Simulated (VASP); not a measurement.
# ZnCd2SeS2 (Cmc2_1) in VASP: relaxation of cell and atoms with PBE

Aim: the relaxation of cell and atoms of ZnCd2SeS2 with PBE.

Program: VASP 6.6.1. These are calculated values, not measurements. Logs are shortened: lines on timing, memory, paths and dates and some standing lists are left out, and cuts for length are marked.

**1. The structure**

Symmetry: Cmc2_1, No. 36, orthorhombic system. The conventional cell has a = 12.410 Å, b = 7.198 Å, c = 6.758 Å, α = 90.00°, β = 90.00°, γ = 90.00°. Zn (site symmetry m) is surrounded by 2 S at 2.36 Å and 2 Se at 2.49 to 2.50 Å. Cd (site symmetry 1) is surrounded by 3 S at 2.57 to 2.58 Å and 1 Se at 2.67 Å. Around Se (site symmetry m) lie 2 Zn at 2.49 to 2.50 Å and 2 Cd at 2.67 Å. Around S (site symmetry 1) lie 1 Zn at 2.36 Å and 3 Cd at 2.57 to 2.58 Å.

The cell was built by a generator and needn't be a form met in nature.

**2. Relaxation of cell and atoms, PBE**

Contents of INCAR:

```
SYSTEM = ZnCd2SeS2
PREC = Accurate
ENCUT = 520
EDIFF = 1E-6
ISMEAR = 0
SIGMA = 0.03
LREAL = .False.
LASPH = .True.
NELM = 120
ALGO = Normal
ISIF = 3
LWAVE = .False.
LCHARG = .False.
GGA = PE
IBRION = 2
NSW = 90
EDIFFG = -0.01
KPAR = 4
```

Contents of KPOINTS:

```
regular mesh
0
Gamma
  4 4 4
  0 0 0
```

Contents of POSCAR:

```
ZnCd2SeS2
1.0
    6.2050000000     -3.5990000000      0.0000000000
    6.2050000000      3.5990000000      0.0000000000
    0.0000000000      0.0000000000      6.7580000000
Zn Cd Se S
2 4 2 4
Direct
    0.1729647100      0.8270352900      0.5054749900
    0.8270352900      0.1729647100      0.0054749900
    0.4932239700      0.1678558100      0.4964486500
    0.1678558100      0.4932239700      0.9964486500
    0.8321441900      0.5067760300      0.4964486500
    0.5067760300      0.8321441900      0.9964486500
    0.8491247600      0.1508752400      0.6382065700
    0.1508752400      0.8491247600      0.1382065700
    0.1667586100      0.5176894200      0.6152707900
    0.4823105800      0.8332413900      0.6152707900
    0.5176894200      0.1667586100      0.1152707900
    0.8332413900      0.4823105800      0.1152707900
```

Potentials or basis: VASP PAW PBE potentials, release 64 (Zn, Cd, Se, S).

Started as:

```sh
> cat potpaw_PBE.64/Zn/POTCAR potpaw_PBE.64/Cd/POTCAR potpaw_PBE.64/Se/POTCAR potpaw_PBE.64/S/POTCAR > POTCAR
> mpirun -np 4 vasp_std > vasp.out
```

OUTCAR:

```text
SYSTEM = ZnCd2SeS2
   PREC = Accurate
   ENCUT = 520
   EDIFF = 1E-6
   ISMEAR = 0
   LREAL = .False.
   LASPH = .True.
   NELM = 120
   ISIF = 3
   GGA = PE
   IBRION = 2
   NSW = 90
   EDIFFG = -0.01

 ion  position               nearest neighbor table
   1  0.173  0.827  0.505-  10 2.36   9 2.36   8 2.49   7 2.50
   2  0.827  0.173  0.005-  12 2.36  11 2.36   7 2.49   8 2.50
   3  0.493  0.168  0.496-   9 2.57  10 2.57  11 2.58   7 2.67
   4  0.168  0.493  0.996-  11 2.57  12 2.57   9 2.58   8 2.67
   5  0.832  0.507  0.496-  10 2.57   9 2.57  12 2.58   7 2.67
   6  0.507  0.832  0.996-  12 2.57  11 2.57  10 2.58   8 2.67
   7  0.849  0.151  0.638-   2 2.49   1 2.50   3 2.67   5 2.67
   8  0.151  0.849  0.138-   1 2.49   2 2.50   4 2.67   6 2.67
   9  0.167  0.518  0.615-   1 2.36   3 2.57   5 2.57   4 2.58
  10  0.482  0.833  0.615-   1 2.36   5 2.57   3 2.57   6 2.58
  11  0.518  0.167  0.115-   2 2.36   4 2.57   6 2.57   3 2.58
  12  0.833  0.482  0.115-   2 2.36   6 2.57   4 2.57   5 2.58

  LATTYP: Found a base centered orthorhombic cell.
 ALAT       =     7.1980000000
 B/A-ratio  =     1.7240900250
 C/A-ratio  =     0.9388719089

  Lattice vectors:

 A1 = (  -6.2050000000,  -3.5990000000,   0.0000000000)
 A2 = (   6.2050000000,  -3.5990000000,   0.0000000000)
 A3 = (   0.0000000000,   0.0000000000,   6.7580000000)

Analysis of symmetry for initial positions (statically):
=====================================================================
 Subroutine PRICEL returns:
 Original cell was already a primitive cell.

 Routine SETGRP: Setting up the symmetry group for a
 base centered orthorhombic supercell.

 Subroutine GETGRP returns: Found  4 space group operations
 (whereof  2 operations were pure point group operations)
 out of a pool of  8 trial point group operations.

The static configuration has the point symmetry C_1h.
 The point group associated with its full space group is C_2v.

Analysis of symmetry for dynamics (positions and initial velocities):
=====================================================================
 Subroutine PRICEL returns:
 Original cell was already a primitive cell.

 Routine SETGRP: Setting up the symmetry group for a
 base centered orthorhombic supercell.

 Subroutine GETGRP returns: Found  4 space group operations
 (whereof  2 operations were pure point group operations)
 out of a pool of  8 trial point group operations.

The dynamic configuration has the point symmetry C_1h.
 The point group associated with its full space group is C_2v.

 Subroutine INISYM returns: Found  4 space group operations
 (whereof  2 operations are pure point group operations),
 and found     1 'primitive' translations

----------------------------------------------------------------------------------------

                                     Primitive cell

  volume of cell :     301.8365

  direct lattice vectors                    reciprocal lattice vectors
     6.205000000 -3.599000000  0.000000000     0.080580177 -0.138927480  0.000000000
     6.205000000  3.599000000  0.000000000     0.080580177  0.138927480  0.000000000
     0.000000000  0.000000000  6.758000000     0.000000000  0.000000000  0.147972773

  length of vectors
     7.173201935  7.173201935  6.758000000     0.160605136  0.160605136  0.147972773

  position of ions in fractional coordinates (direct lattice)
     0.172964710  0.827035290  0.505474990
     0.827035290  0.172964710  0.005474990
     0.493223970  0.167855810  0.496448650
     0.167855810  0.493223970  0.996448650
     0.832144190  0.506776030  0.496448650
     0.506776030  0.832144190  0.996448650
     0.849124760  0.150875240  0.638206570
     0.150875240  0.849124760  0.138206570
     0.166758610  0.517689420  0.615270790
     0.482310580  0.833241390  0.615270790
     0.517689420  0.166758610  0.115270790
     0.833241390  0.482310580  0.115270790

  ion indices of the primitive-cell ions
   primitive index   ion index
                 1           1
                 2           2
                 3           3
                 4           4
                 5           5
                 6           6
                 7           7
                 8           8
                 9           9
                10          10
                11          11
                12          12

----------------------------------------------------------------------------------------

 KPOINTS: regular mesh

Automatic generation of k-mesh.
 Grid dimensions read from file:
 generate k-points for:    4    4    4

 Generating k-lattice:

  Cartesian coordinates                     Fractional coordinates (reciprocal lattice)
     0.020145044 -0.034731870  0.000000000     0.250000000 -0.000000000  0.000000000
     0.020145044  0.034731870  0.000000000    -0.000000000  0.250000000  0.000000000
     0.000000000  0.000000000  0.036993193     0.000000000  0.000000000  0.250000000

  Length of vectors
     0.040151284  0.040151284  0.036993193

  Shift w.r.t. Gamma in fractional coordinates (k-lattice)
     0.000000000  0.000000000  0.000000000

 Subroutine IBZKPT returns following result:
 ===========================================

 Found     21 irreducible k-points:

 Following reciprocal coordinates:
            Coordinates               Weight
  0.000000  0.000000  0.000000      1.000000
  0.250000  0.000000  0.000000      4.000000
  0.500000  0.000000  0.000000      2.000000
  0.250000  0.250000  0.000000      2.000000
  0.500000  0.250000  0.000000      4.000000
 -0.250000  0.250000  0.000000      2.000000
[... 13 lines left out ...]
 -0.250000  0.250000  0.500000      2.000000
  0.500000  0.500000  0.500000      1.000000
   k-points           NKPTS =     21   k-points in BZ     NKDIM =     21   number of bands    NBANDS=     64
   number of dos      NEDOS =    301   number of ions     NIONS =     12
   total plane-waves  NPLWV = 145800
   dimension x,y,z NGX =    54 NGY =   54 NGZ =   50
   dimension x,y,z NGXF=   108 NGYF=  108 NGZF=  100
   ions per type =               2   4   2   4
   NGX,Y,Z   is equivalent  to a cutoff of  12.52, 12.52, 12.30 a.u.
   NGXF,Y,Z  is equivalent  to a cutoff of  25.03, 25.03, 24.60 a.u.
 SYSTEM =  ZnCd2SeS2
   PREC   = accura    normal or accurate (medium, high low for compatibility)
   ISTART =      0    job   : 0-new  1-cont  2-samecut
   ICHARG =      2    charge: 1-file 2-atom 10-const
   ISPIN  =      1    spin polarized calculation?
   LNONCOLLINEAR =      F non collinear calculations
   LSORBIT =      F    spin-orbit coupling
   LASPH  =      T    aspherical Exc in radial PAW
   ENCUT  =  520.0 eV  38.22 Ry    6.18 a.u.  13.34 13.34 12.57*2*pi/ulx,y,z
   NELM   =    120;   NELMIN=  2; NELMDL= -5     # of ELM steps
   EDIFF  = 0.1E-05   stopping-criterion for ELM
   LREAL  =      F    real-space projection
   EDIFFG = -.1E-01   stopping-criterion for IOM
   NSW    =     90    number of steps for IOM
   IBRION =      2    ionic relax: 0-MD 1-quasi-New 2-CG
   NFREE  =      1    steps in history (QN), initial steepest desc. (CG)
   ISIF   =      3    stress and relaxation
   ISYM   =      2    0-nonsym 1-usesym 2-fastsym
   POTIM  = 0.5000    time-step for ionic-motion
   TEBEG  =    0.0;   TEEND  =   0.0 temperature during run
   PSTRESS=    0.0 pullay stress
   NELECT =     108.0000    total number of electrons
   NUPDOWN=      -1.0000    fix difference up-down
   EMIN   =  10.00;   EMAX   =-10.00  energy-range for DOS
   EFERMI =   0.00;   METHOD = LEGACY
   ISMEAR =     0;   SIGMA  =   0.03  broadening in eV -4-tet -1-fermi 0-gaus
   EFERMI_NEDOS =   21; number of points for ismear=-14 and -15
   IALGO  =     38    algorithm
   IMIX   =      4    mixing-type and parameters
     AMIX     =   0.40;   BMIX     =  1.00
     AMIX_MAG =   1.60;   BMIX_MAG =  1.00
  volume/ion in A,a.u.               =      25.15       169.74
  Fermi-wavevector in a.u.,A,eV,Ry     =   1.162230  2.196297 18.378464  1.350779
  Thomas-Fermi vector in A             =   2.298794
   LORBIT       =      0    0 simple, 1 ext, 2 COOP (PROOUT), +10 PAW based schemes
   GGA     = PE    functional components
   LHFCALC =     F    Hartree Fock is set to
   AEXX    =    0.0000 exact exchange contribution
   IVDW    =     0    specifies the selected vdW correction
   LEPSILON=     F    determine dielectric tensor
   LRPA    =     F    only Hartree local field effects (RPA)
 conjugate gradient relaxation of ions
 non-spin polarized calculation
 Gauss-broadening in eV      SIGMA  =   0.03
  energy-cutoff  :      520.00
  volume of cell :      301.84
 maximum number of plane-waves:      8199
 NGX is ok and might be reduce to    54
   NGX = 27   NGY = 27   NGZ = 25

--------------------------------------- Ionic step        1  -------------------------------------------

 number of electron     108.0000010 magnetization

 Free energy of the ion-electron system (eV)
  ---------------------------------------------------
  ext. energy  EPLUGINS =         0.00000000
  ---------------------------------------------------
  free energy    TOTEN  =       -36.76385659 eV

  energy without entropy =      -36.76385659  energy(sigma->0) =      -36.76385659

------------------------ aborting loop because EDIFF is reached ----------------------------------------

  FORCE on cell =-STRESS in cart. coord.  units (eV):
  Direction    XX          YY          ZZ          XY          YZ          ZX
  --------------------------------------------------------------------------------------
  -------------------------------------------------------------------------------------
  Total       -0.0106420      0.1298763      0.4143840      0.0000000      0.0000000      0.0000000
  in kB       -0.0564889      0.6893957      2.1995899      0.0000000      0.0000000      0.0000000
  external PRESSURE =       0.9441656 kB  Pullay stress =       0.0000000 kB
[... 119 lines left out ...]
  FREE ENERGIE OF THE ION-ELECTRON SYSTEM (eV)
  ---------------------------------------------------
  free  energy   TOTEN  =       -36.7663438014 eV

  energy  without entropy=      -36.7663438014  energy(sigma->0) =      -36.76634380

[... ionic steps 4 to 10 ...]

--------------------------------------- Ionic step       11  -------------------------------------------

 number of electron     108.0000015 magnetization

------------------------ aborting loop because EDIFF is reached ----------------------------------------

  FORCE on cell =-STRESS in cart. coord.  units (eV):
  Direction    XX          YY          ZZ          XY          YZ          ZX
  --------------------------------------------------------------------------------------
  -------------------------------------------------------------------------------------
  Total        0.0286553     -0.0028943     -0.0750346      0.0000000      0.0000000      0.0000000
  in kB        0.1518347     -0.0153362     -0.3975826      0.0000000      0.0000000      0.0000000
  external PRESSURE =      -0.0870280 kB  Pullay stress =       0.0000000 kB
[... 77 lines left out ...]
  energy  without entropy=      -36.7727261106  energy(sigma->0) =      -36.77272611

--------------------------------------- Ionic step       13  -------------------------------------------

 number of electron     108.0000013 magnetization

 Free energy of the ion-electron system (eV)
  ---------------------------------------------------
  ext. energy  EPLUGINS =         0.00000000
  ---------------------------------------------------
  free energy    TOTEN  =       -36.77276712 eV

  energy without entropy =      -36.77276712  energy(sigma->0) =      -36.77276712

 E-fermi :   1.2303     XC(G=0):  -9.0078

 val. band max:        1.0618916420   @ k =   0.0000   0.0000   0.0000
 cond. band min:       2.1616425228   @ k =   0.0000   0.0000   0.0000
 fundamental gap:      1.0997508808
 Fermi energy:         1.2302760274

 k-point     1 :       0.0000    0.0000    0.0000
  band No.  band energies     occupation
      1     -11.3720      2.00000
      2     -10.8761      2.00000
      3     -10.7308      2.00000
      4     -10.7300      2.00000
      5     -10.7183      2.00000
      6     -10.7077      2.00000
[... 1435 lines left out ...]
  FREE ENERGIE OF THE ION-ELECTRON SYSTEM (eV)
  ---------------------------------------------------
  free  energy   TOTEN  =       -36.7727671191 eV

  energy  without entropy=      -36.7727671191  energy(sigma->0) =      -36.77276712

 reached required accuracy - stopping structural energy minimisation
```

It took 17 min on 4 MPI ranks of Intel Xeon Platinum 8488C (Sapphire Rapids), shared host; peak memory 0.63 GiB.

What came out:

```yaml
Free_energy: -36.7728 eV
Relaxed_volume: 25.19 Å³/atom
Relaxed_cell: a = 7.157 Å, b = 7.157 Å, c = 6.787 Å, α = 90.00°, β = 90.00°, γ = 60.38°
Space_group_after_relaxing_to_0.05_Å: Cmc2_1 (No. 36)
Energy_gained_by_relaxing: 0.7 meV/atom
Ionic_steps: 13
Pressure_after_relaxing: 0.0 GPa
Largest_force_after_relaxing: 0.010 eV/Å
Band_gap_on_the_k_mesh: 1.10 eV, direct
```

Forces on the atoms (eV/Å):
```
Zn   0.000 -0.001  0.000
Zn   0.000  0.001  0.000
Cd  -0.002 -0.007  0.000
Cd  -0.002  0.007  0.000
Cd   0.002 -0.007  0.000
Cd   0.002  0.007  0.000
Se   0.000 -0.008  0.006
Se   0.000  0.008  0.006
S   -0.001 -0.002 -0.002
S    0.001 -0.002 -0.002
S   -0.001  0.002 -0.002
S    0.001  0.002 -0.002
```

Step by step:
```tsv
step	energy change (eV)	largest force (eV/Å)	pressure (GPa)	volume (Å³)
1	0.0000	0.0641	0.09	301.84
2	-0.0016	0.0587	-0.01	302.48
3	-0.0025	0.0559	-0.19	303.57
4	-0.0035	0.0532	-0.17	303.40
5	-0.0058	0.0445	-0.09	302.91
6	-0.0071	0.0479	0.07	301.93
7	-0.0072	0.0408	0.04	302.14
8	-0.0082	0.0394	0.01	302.26
9	-0.0084	0.0405	0.00	302.33
10	-0.0087	0.0237	-0.01	302.35
11	-0.0088	0.0127	-0.01	302.37
12	-0.0089	0.0101	0.02	302.30
13	-0.0089	0.0096	0.03	302.25
```

Final structure:
```yaml
crystal:
  lattice:
    - [6.18660, -3.59913, 0.00000]
    - [6.18660, 3.59913, 0.00000]
    - [0.00000, 0.00000, 6.78709]
  atoms:
    - { symbol: Zn, position: [0.17277, 0.82723, 0.51041] }
    - { symbol: Zn, position: [0.82723, 0.17277, 0.01041] }
    - { symbol: Cd, position: [0.49615, 0.16838, 0.49297] }
    - { symbol: Cd, position: [0.16838, 0.49615, 0.99297] }
    - { symbol: Cd, position: [0.83162, 0.50385, 0.49297] }
    - { symbol: Cd, position: [0.50385, 0.83162, 0.99297] }
    - { symbol: Se, position: [0.85022, 0.14978, 0.64306] }
    - { symbol: Se, position: [0.14978, 0.85022, 0.14306] }
    - { symbol: S, position: [0.16685, 0.51578, 0.61386] }
    - { symbol: S, position: [0.48422, 0.83315, 0.61386] }
    - { symbol: S, position: [0.51578, 0.16685, 0.11386] }
    - { symbol: S, position: [0.83315, 0.48422, 0.11386] }
```

Levels at points of the mesh, in eV from the valence-band top:
| k point | band 50 | band 51 | band 52 | band 53 | band 54 | band 55 | band 56 | band 57 | band 58 | band 59 |
| --- | --- | --- | --- | --- | --- | --- | --- | --- | --- | --- |
| (0.00, 0.00, 0.00) | -0.72 | -0.67 | -0.04 | -0.02 | 0.00 | 1.10 | 2.61 | 4.45 | 4.47 | 4.73 |
| (0.50, 0.00, 0.00) | -0.75 | -0.75 | -0.71 | -0.59 | -0.49 | 3.20 | 3.31 | 3.61 | 3.63 | 4.45 |
| (0.50, 0.50, 0.00) | -0.88 | -0.78 | -0.70 | -0.53 | -0.44 | 3.21 | 3.35 | 3.47 | 3.83 | 4.32 |
| (0.00, 0.00, 0.50) | -1.10 | -0.37 | -0.37 | -0.36 | -0.36 | 2.73 | 2.73 | 4.05 | 4.05 | 4.12 |
| (0.50, 0.00, 0.50) | -1.26 | -1.10 | -1.10 | -0.96 | -0.96 | 3.19 | 3.19 | 3.89 | 3.89 | 4.18 |
| (0.50, 0.50, 0.50) | -1.36 | -1.04 | -1.04 | -0.97 | -0.97 | 3.27 | 3.27 | 3.80 | 3.80 | 4.22 |

PBE gaps usually lie below the measured ones, often by a third to a half.
